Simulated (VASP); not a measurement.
Computed with PBEsol GGA, VASP's PBE PAW potentials (set 64) (plane waves; VASP).

VASP ran on this input.

**POSCAR**
```
CdS
1
    2.0629527340    -3.5731387790     0.0000000000
    2.0629527340     3.5731387790    -0.0000000000
    0.0000000000     0.0000000000     6.7034207672
Cd S
2 2
Direct
  0.6666670000   0.3333330000   0.5000177328
  0.3333330000   0.6666670000   0.0000177328
  0.6666670000   0.3333330000   0.8769822672
  0.3333330000   0.6666670000   0.3769822672
```

**INCAR**
```
SYSTEM = CdS
PREC = Accurate
ENCUT = 530
EDIFF = 1E-7
NELM = 100
ALGO = Normal
LREAL = .FALSE.
LASPH = .TRUE.
ISMEAR = 0
SIGMA = 0.05
GGA = PS
LMAXMIX = 4
LWAVE = .FALSE.
LCHARG = .FALSE.
IBRION = 6
ISIF = 3
NFREE = 2
POTIM = 0.015
NSW = 1
```

### KPOINTS
```
kpoints
0
G
6 6 3
```

POTCAR, in this order: Cd S (PBE.64 set). Program: vasp_std.

Output

File OUTCAR:
```


 TOTAL ELASTIC MODULI (kBar)
 Direction    XX          YY          ZZ          XY          YZ          ZX
 --------------------------------------------------------------------------------
 XX         863.6116    538.9924    464.6770      0.0000      0.0000     -0.0000
 YY         538.9924    863.6114    464.6769     -0.0000     -0.0000      0.0000
 ZZ         464.6770    464.6769    952.7188     -0.0000     -0.0000     -0.0000
 XY           0.0000     -0.0000     -0.0000    162.3096     -0.0000     -0.0000
 YZ           0.0000      0.0000     -0.0000     -0.0000    147.6680      0.0000
 ZX          -0.0000      0.0000     -0.0000     -0.0000      0.0000    147.6681
 --------------------------------------------------------------------------------
```
(Selected blocks of OUTCAR.)

The compound is CdS in the wurtzite structure. It was relaxed first.
